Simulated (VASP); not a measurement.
The system is Al.

```
Al
1.0
     0.00000    2.01000    2.01000
     2.01000    0.00000    2.01000
     2.01000    2.01000    0.00000
Al
1
Direct
  0.00000 0.00000 0.00000
```

The cell was built by a generator and needn't be a form met in nature.

| Property | Result |
| --- | --- |
| Program | VASP 6.6.1 |
| Task | relaxation of cell and atoms |
| Functional | PBEsol |
| Dispersion | D3(BJ) |
| Potentials or basis | VASP PAW PBE potentials, release 64 (Al) |
| Cutoff | 600 eV |
| k mesh | 18 × 18 × 18 |
| Occupations | methfessel-paxton, width 0.1 eV |
| Spin | no spin polarisation |

At the start: pressure -3.5 GPa; volume 16.24 Å³/atom.

Problem. How do energy, volume and symmetry change on relaxing?

Solution. Over 3 steps the energy falls by 7.8 meV/atom and the volume is 15.56 Å³/atom (-4.2 %); space group Fm-3m (No. 225, to 0.05 Å).

The path:
| step | energy change (eV) | largest force (eV/Å) | pressure (GPa) | volume (Å³) |
| --- | --- | --- | --- | --- |
| 1 | 0.0000 | 0.0000 | -3.47 | 16.24 |
| 2 | -0.0075 | 0.0000 | 0.76 | 15.43 |
| 3 | -0.0078 | 0.0000 | 0.01 | 15.56 |

Final structure:
```xyz
1
Lattice="0.0000 1.9813 1.9813 1.9813 0.0000 1.9813 1.9813 1.9813 0.0000" Properties=species:S:1:pos:R:3 pbc="T T T"
Al    0.0000    0.0000    0.0000
```

Caveat: the PAW data sets were made with another functional, which shifts forces and pressure a little; pairwise dispersion overbinds metals, which lowers pressure and volume.
